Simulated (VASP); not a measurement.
Output of a VASP run:

File OSZICAR:
```
       N       E                     dE             d eps       ncg     rms          rms(c)
DAV:   1     0.100068137894E+03    0.10007E+03   -0.96667E+03  2168   0.110E+03
DAV:   2    -0.357593392661E+01   -0.10364E+03   -0.99886E+02  2300   0.241E+02
DAV:   3    -0.499730373656E+01   -0.14214E+01   -0.14188E+01  2482   0.339E+01
DAV:   4    -0.500276772350E+01   -0.54640E-02   -0.54645E-02  2475   0.206E+00
DAV:   5    -0.500284178862E+01   -0.74065E-04   -0.74065E-04  2580   0.241E-01    0.554E+00
DAV:   6    -0.466392755752E+01    0.33891E+00   -0.14930E+00  2468   0.120E+01    0.379E+00
DAV:   7    -0.465586496097E+01    0.80626E-02   -0.90299E-03  2258   0.777E-01    0.213E+00
DAV:   8    -0.465158258490E+01    0.42824E-02   -0.69320E-04  2657   0.247E-01    0.242E-02
DAV:   9    -0.465158557961E+01   -0.29947E-05   -0.22426E-05  2437   0.372E-02    0.126E-02
DAV:  10    -0.465159792943E+01   -0.12350E-04   -0.40790E-06  2342   0.183E-02    0.947E-04
DAV:  11    -0.465159876364E+01   -0.83421E-06   -0.42132E-08  1818   0.173E-03    0.620E-04
DAV:  12    -0.465159930077E+01   -0.53713E-06   -0.15263E-08  1283   0.949E-04    0.127E-04
DAV:  13    -0.465159922765E+01    0.73121E-07   -0.14758E-09  1157   0.307E-04
   1 F= -.46515992E+01 E0= -.46515992E+01  d E =0.000000E+00
```

File OUTCAR:
```
------------------------ aborting loop because EDIFF is reached ----------------------------------------
  FORCE on cell =-STRESS in cart. coord.  units (eV):
  Direction    XX          YY          ZZ          XY          YZ          ZX
  --------------------------------------------------------------------------------------
  Total        0.0539003      0.0539003      0.0539003      0.0000000      0.0000000      0.0000000
  in kB        1.5815529      1.5815529      1.5815529      0.0000000      0.0000000      0.0000000
  external PRESSURE =       1.5815529 kB  Pullay stress =       0.0000000 kB
  volume of cell :       54.60
      direct lattice vectors                 reciprocal lattice vectors
     0.000000000  3.011129519  3.011129519    -0.166050645  0.166050645  0.166050645
     3.011129519  0.000000000  3.011129519     0.166050645 -0.166050645  0.166050645
     3.011129519  3.011129519  0.000000000     0.166050645  0.166050645 -0.166050645
 POSITION                                       TOTAL-FORCE (eV/Angst)
 -----------------------------------------------------------------------------------
      4.51669      4.51669      4.51669         0.000000      0.000000      0.000000
      3.01113      3.01113      3.01113        -0.000000     -0.000000     -0.000000
 -----------------------------------------------------------------------------------
    total drift:                                0.000000      0.000000      0.000000
  FREE ENERGIE OF THE ION-ELECTRON SYSTEM (eV)
  ---------------------------------------------------
  free  energy   TOTEN  =        -4.6515992276 eV

  energy  without entropy=       -4.6515992276  energy(sigma->0) =       -4.65159923

 total charge

# of ion       s       p       d       tot
------------------------------------------
    1        0.469   0.179   9.210   9.858
    2        0.469   0.179   9.210   9.858
--------------------------------------------------
tot          0.938   0.359  18.420  19.717
```
(Selected blocks of OUTCAR.)

**POSCAR**
```
Ag
1
    0.0000000000     3.0111295186     3.0111295186
    3.0111295186     0.0000000000     3.0111295186
    3.0111295186     3.0111295186     0.0000000000
Ag
2
Direct
  0.7500000000   0.7500000000   0.7500000000
  0.5000000000   0.5000000000   0.5000000000
```

Task: Reconstruct the remaining input files.

Result: One answer among several that fit: the input of the run itself, PBEsol GGA, plane waves, VASP's PBE PAW potentials (set 64).

INCAR:
```
NEDOS  =  601   # DOS grid
LASPH  =  .TRUE.   # aspherical one-centre terms
LREAL  =  .FALSE.   # projection in real space or not
LCHARG  =  .TRUE.
LMAXMIX  =  4   # l cut-off of mixed one-centre charges
ISMEAR  =  -5   # tetrahedra, Bloechl
PREC  =  Accurate
ENCUT  =  400
NELM  =  100   # most electronic steps
EDIFF  =  1E-7
LWAVE  =  .FALSE.
LORBIT  =  11   # lm-projected
GGA  =  PS   # PBEsol
SYSTEM  =  Ag
ISIF  =  2
ALGO  =  Normal
```

**KPOINTS**
```
Automatic mesh
0
Gamma
12 12 12
0 0 0
```

POTCAR, in this order: Ag (PBE.64 set). Program: vasp_std.

For a metal the tetrahedron method with Blöchl corrections gives inexact stress and forces.

The structure was generated: Ag was put into the diamond type (Fd-3m), which need not be its known phase. It was relaxed first, which changed the volume by +14 %.
